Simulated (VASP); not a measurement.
These are TPSS meta-GGA, VASP's PBE PAW potentials (set 64) (plane waves; VASP 6.6.1) values and carry that method's errors. For the first row: Settings: 520 eV cut-off, 8×8×8 Γ-centred mesh, first-order Methfessel-Paxton smearing of 0.10 eV, potentials Ti_sv Pt.

```json
[
 {"system": "Pt$_{3}$Ti (L1_2)", "energy (eV/atom)": "-9.5721"},
 {"system": "Ti (hcp)", "energy (eV/atom)": "-14.8913"},
 {"system": "Pt (fcc)", "energy (eV/atom)": "-6.6531"}
]
```

The references are the elements' solids at the same level; no temperature or zero-point terms are added.  Spin-orbit coupling is left out, which shifts such energies by up to tenths of an eV for the heavy elements here.

### Question
What is the formation energy per atom of Pt3Ti?

### Answer
The references average (1×(-14.8913) + 3×(-6.6531))/4 = -8.7127 eV, so the formation energy is -9.5721 − (-8.7127) = -0.859 eV/atom.
